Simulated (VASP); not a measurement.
Consider the following.

```
CELL_PARAMETERS angstrom
      0.00000     3.20324     3.20324
      3.20324     0.00000     3.20324
      3.20324     3.20324     0.00000
ATOMIC_POSITIONS crystal
  Sn 0.00000 0.00000 0.00000
  Te 0.50000 0.50000 0.50000
```

Calculation: PBE GGA, VASP's PBE PAW potentials (set 64) (plane waves; VASP). Settings: 520 eV cut-off, 7×7×7 Γ-centred mesh, Gaussian smearing of 0.050 eV, potentials Sn_d Te.

Task: Estimate the energy per atom (σ→0).

Result: 
```yaml
energy per atom (σ→0): -3.784 eV/atom
```

Only differences to runs with the same potentials and settings are physical.

The compound is SnTe in the rock salt structure, which distorts at low temperature. It was relaxed first.
